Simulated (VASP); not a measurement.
Input:

```
CELL_PARAMETERS angstrom
      0.00000     3.02866     3.02866
      3.02866     0.00000     3.02866
      3.02866     3.02866     0.00000
ATOMIC_POSITIONS crystal
  Pb 0.00000 0.00000 0.00000
  S  0.50000 0.50000 0.50000
```

These are revPBE GGA, VASP's PBE PAW potentials (set 64) (plane waves; VASP) values and carry that method's errors. Run with 520 eV cut-off, 7×7×7 Γ-centred mesh, Gaussian smearing of 0.050 eV, potentials Pb_d S.

Question: What does the run give for the energy per atom (σ→0)?

Answer: 
- energy per atom (σ→0) = -4.093 eV/atom

The compound is PbS in the rock salt structure. It was relaxed first, which changed the volume by +6 %. The start is the result of an earlier pass.
